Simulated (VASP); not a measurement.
Consider the following.

```xyz
2
Lattice="0.0000 3.3234 3.3234 3.3234 0.0000 3.3234 3.3234 3.3234 0.0000" Properties=species:S:1:pos:R:3 pbc="T T T"
In     0.0000     0.0000     0.0000
Sb     1.6617     1.6617     1.6617
```

Method: PBEsol GGA, VASP's PBE PAW potentials (set 64) (plane waves; VASP). Numerical set-up: 520 eV cut-off, 10×10×10 Γ-centred mesh, first-order Methfessel-Paxton smearing of 0.10 eV, potentials In_d Sb.

**Question.** Give the stress tensor in GPa (positive for a compressed cell).

**Answer.** 
```
-2.15   0.00   0.00
 0.00  -2.15   0.00
 0.00   0.00  -2.15
```
The pressure is its mean diagonal, -2.15 GPa.

The compound is InSb in the zinc blende structure. This cell is one point of a volume scan, at 1.06 of the reference volume.
